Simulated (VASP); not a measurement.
These are revPBE GGA, VASP's PBE PAW potentials (set 64) (plane waves; VASP) values and carry that method's errors.

A VASP calculation is set up with these files.

**INCAR**
```
SYSTEM = TiC
PREC = Accurate
ENCUT = 520
EDIFF = 1E-7
NELM = 100
ALGO = Normal
LREAL = .FALSE.
LASPH = .TRUE.
ISMEAR = 1
SIGMA = 0.1
GGA = RE
LMAXMIX = 4
LWAVE = .FALSE.
LCHARG = .FALSE.
ISIF = 2
```

File KPOINTS:
```
Automatic mesh
0
Gamma
14 14 14
0 0 0
```

File POSCAR:
```
TiC
1
    0.0000000000     2.1324251931     2.1324251931
    2.1324251931     0.0000000000     2.1324251931
    2.1324251931     2.1324251931     0.0000000000
Ti C
1 1
Direct
  0.0000000000   0.0000000000   0.0000000000
  0.5000000000   0.5000000000   0.5000000000
```

POTCAR, in this order: Ti_sv C (PBE.64 set). Program: vasp_std.

Output of the run:

**OUTCAR**
```
 ion  position               nearest neighbor table
   1  0.000  0.000  0.000-   2 2.13   2 2.13   2 2.13   2 2.13   2 2.13   2 2.13
   2  0.500  0.500  0.500-   1 2.13   1 2.13   1 2.13   1 2.13   1 2.13   1 2.13
  LATTYP: Found a face centered cubic cell.
 ALAT       =     4.2648503862
 Subroutine PRICEL returns:
 Original cell was already a primitive cell.
 Subroutine GETGRP returns: Found 48 space group operations
The static configuration has the point symmetry O_h .
The dynamic configuration has the point symmetry O_h .
 Subroutine INISYM returns: Found 48 space group operations
 Subroutine IBZKPT returns following result:
 Found    104 irreducible k-points:

 Following reciprocal coordinates:
            Coordinates               Weight
  0.000000  0.000000  0.000000      1.000000
  0.071429  0.000000  0.000000      8.000000
  0.142857  0.000000  0.000000      8.000000
  0.214286  0.000000  0.000000      8.000000
  0.285714  0.000000  0.000000      8.000000
  0.357143  0.000000  0.000000      8.000000
  0.428571  0.000000  0.000000      8.000000
  0.500000  0.000000  0.000000      4.000000
  0.071429  0.071429  0.000000      6.000000
  0.142857  0.071429  0.000000     24.000000
  0.214286  0.071429  0.000000     24.000000
  0.285714  0.071429  0.000000     24.000000
  0.357143  0.071429  0.000000     24.000000
  0.428571  0.071429  0.000000     24.000000
  0.500000  0.071429  0.000000     24.000000
 -0.428571  0.071429  0.000000     24.000000
 -0.357143  0.071429  0.000000     24.000000
 -0.285714  0.071429  0.000000     24.000000
 -0.214286  0.071429  0.000000     24.000000
 -0.142857  0.071429  0.000000     24.000000
 -0.071429  0.071429  0.000000     12.000000
  0.142857  0.142857  0.000000      6.000000
  0.214286  0.142857  0.000000     24.000000
  0.285714  0.142857  0.000000     24.000000
...
```

**OSZICAR**
```
       N       E                     dE             d eps       ncg     rms          rms(c)
DAV:   1     0.120187511180E+03    0.12019E+03   -0.85774E+03  2500   0.161E+03
DAV:   2    -0.132494285307E+02   -0.13344E+03   -0.12688E+03  2628   0.384E+02
DAV:   3    -0.228382461503E+02   -0.95888E+01   -0.91555E+01  3264   0.975E+01
DAV:   4    -0.232826369213E+02   -0.44439E+00   -0.44376E+00  3260   0.203E+01
DAV:   5    -0.232963119465E+02   -0.13675E-01   -0.13674E-01  3368   0.318E+00    0.197E+01
DAV:   6    -0.183932904981E+02    0.49030E+01   -0.29095E+01  2936   0.702E+01    0.675E+00
DAV:   7    -0.179202651759E+02    0.47303E+00   -0.38292E+00  2852   0.263E+01    0.521E+00
DAV:   8    -0.178983923029E+02    0.21873E-01   -0.17377E-01  2684   0.604E+00    0.232E+00
DAV:   9    -0.179094746610E+02   -0.11082E-01   -0.71930E-02  3056   0.311E+00    0.815E-01
DAV:  10    -0.179065829192E+02    0.28917E-02   -0.14189E-02  3148   0.181E+00    0.403E-01
DAV:  11    -0.179061416863E+02    0.44123E-03   -0.28059E-03  2816   0.750E-01    0.723E-02
DAV:  12    -0.179060883278E+02    0.53359E-04   -0.25942E-04  2688   0.259E-01    0.236E-02
DAV:  13    -0.179060762489E+02    0.12079E-04   -0.32234E-05  3340   0.916E-02    0.378E-03
DAV:  14    -0.179060762663E+02   -0.17313E-07   -0.95899E-07  2924   0.114E-02
   1 F= -.17906076E+02 E0= -.17906108E+02  d E =0.966859E-04
```

File OUTCAR:
```
------------------------ aborting loop because EDIFF is reached ----------------------------------------
  FORCE on cell =-STRESS in cart. coord.  units (eV):
  Direction    XX          YY          ZZ          XY          YZ          ZX
  --------------------------------------------------------------------------------------
  Total        2.0292381      2.0292381      2.0292381      0.0000000      0.0000000      0.0000000
  in kB      167.6456084    167.6456084    167.6456084      0.0000000      0.0000000      0.0000000
  external PRESSURE =     167.6456084 kB  Pullay stress =       0.0000000 kB
  volume of cell :       19.39
      direct lattice vectors                 reciprocal lattice vectors
     0.000000000  2.132425193  2.132425193    -0.234474814  0.234474814  0.234474814
     2.132425193  0.000000000  2.132425193     0.234474814 -0.234474814  0.234474814
     2.132425193  2.132425193  0.000000000     0.234474814  0.234474814 -0.234474814
 POSITION                                       TOTAL-FORCE (eV/Angst)
 -----------------------------------------------------------------------------------
      0.00000      0.00000      0.00000         0.000000     -0.000000     -0.000000
      2.13243      2.13243      2.13243        -0.000000      0.000000      0.000000
 -----------------------------------------------------------------------------------
    total drift:                                0.000000     -0.000000     -0.000000
  FREE ENERGIE OF THE ION-ELECTRON SYSTEM (eV)
  ---------------------------------------------------
  free  energy   TOTEN  =       -17.9060762663 eV

  energy  without entropy=      -17.9061729521  energy(sigma->0) =      -17.90610849
```
(Selected blocks of OUTCAR.)

The compound is TiC in the rock salt structure. This cell is one point of a volume scan, at 0.94 of the reference volume.
